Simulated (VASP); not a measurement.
Here is the system:

```xyz
2
Lattice="2.6557 0.0000 0.0000 0.0000 2.7382 0.0000 0.0000 0.0000 3.6337" Properties=species:S:1:pos:R:3 pbc="T T T"
Fe     0.0000     0.0000     0.0000
Pt     1.3674     1.3691     1.8168
```
Starting moments (μB, in the order of the record's atoms Fe Pt): 3.0 0.0.

Calculation: PBE GGA, VASP's PBE PAW potentials (set 64) (plane waves; VASP). Numerical set-up: 400 eV cut-off, 3×3×2 Γ-centred mesh, first-order Methfessel-Paxton smearing of 0.10 eV, potentials Fe Pt.

Gaps are read on the run's mesh, which can miss a band edge. Unless said otherwise, spin-orbit coupling is left out, though it shifts the bands of the heavy elements here.

Task: Estimate the cell moment, energy per atom (σ→0), pressure, largest force, band gap (on the k-mesh) with the smallest direct gap where there is one.

Result: 
| Property | Result |
|---|---|
| band gap (on the k-mesh) | none (metal, semimetal or under 0.01 eV) |
| cell moment | 3.58 μB |
| energy per atom (σ→0) | -706.1 kJ/mol-atom |
| pressure | 17.81 GPa |
| largest force | 0.244 eV/Å |

Task: Give the moment on each site (PAW-sphere projection).

Result: 
```csv
site,moment (μB)
Fe1,3.06
Pt2,0.46
```

Only differences to runs with the same potentials and settings are physical.

The compound is FePt in the L1_0 structure. The cell was not relaxed at this level, atoms are displaced from their ideal sites. The k-mesh is coarse (spacing up to 0.86 per Å, 2π included), so the numbers may not be converged in it. The run is one of a series of settings (KPOINTS 3×3×2 Γ-centred mesh against the base run), some of them coarse on purpose.
